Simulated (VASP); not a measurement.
Consider the following.

```xyz
5
Lattice="3.9204 0.0000 0.0000 0.0000 3.9204 0.0000 0.0000 0.0000 3.9204" Properties=species:S:1:pos:R:3 pbc="T T T"
Sr     0.0000     0.0000     0.0000
Ti     1.9602     1.9602     1.9602
O      1.9602     0.0000     1.9602
O      0.0000     1.9602     1.9602
O      1.9602     1.9602     0.0000
```

All values below come from PBE GGA with D4 dispersion, VASP's PBE PAW potentials (set 64) (plane waves; VASP 6.6.1). Settings: 520 eV cut-off, 6×6×6 Γ-centred mesh, tetrahedra with Blöchl corrections, potentials Sr_sv Ti_sv O.

The cores are frozen, which limits the accuracy of field gradients.

Problem. Give the principal components of the electric field gradient (V/Å²) and the asymmetry η at each nucleus.

Solution. 
| atom | Vxx | Vyy | Vzz | η |
|---|---|---|---|---|
| Sr1 | 0.0 | 0.0 | 0.0 | - |
| Ti2 | 0.0 | 0.0 | 0.0 | - |
| O3 | -6.3 | -6.3 | 12.6 | 0.00 |
| O4 | -6.3 | -6.3 | 12.6 | 0.00 |
| O5 | -6.3 | -6.3 | 12.6 | 0.00 |

The compound is SrTiO3 in the cubic perovskite structure, the ideal cubic form; the compound distorts at low or room temperature. It was relaxed first.
